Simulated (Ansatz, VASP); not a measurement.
## One calculation of Cs2Rh3, two programs

```
Cs Rh
1.0
     5.64009    0.00000    0.00000
     0.00000    5.64009    0.00000
     0.00000    0.00000    5.64009
Cs Rh
2 3
Direct
  0.50000 0.50000 0.50000
  0.00000 0.00000 0.00000
  0.50000 0.00000 0.00000
  0.00000 0.50000 0.00000
  0.00000 0.00000 0.50000
```

Alike in both runs: task single point; functional PBE; k mesh 4 × 4 × 4; occupations gaussian, width 0.1 eV; no spin polarisation.

|  | VASP | Ansatz |
| --- | --- | --- |
| version | VASP 6.6.1 | Ansatz 0.2.0 |
| potentials or method | VASP PAW PBE potentials, release 64 (Cs_sv, Rh_pv) | scalar-relativistic, plane waves, PAW |
| plane-wave cutoff (eV) | 520 | 420 |
| valence electrons in the cell | 63 | 69 |

Ansatz gave:

| Item | Value |
| --- | --- |
| gap on the k mesh at the Fermi level (eV) | none |
| pressure (GPa) | -4.6 |

Question: Estimate VASP's values.

Answer: gap on the k mesh at the Fermi level (eV): none; pressure (GPa): -4.1.

A gap of «none» marks a metal or a gap that the smearing closes. The functional is the same, so the differences come from potentials, cutoffs and numerics. The two sets of potentials don't hold the same shells in valence.

Spin-orbit coupling is left out, which matters for the levels of Cs.
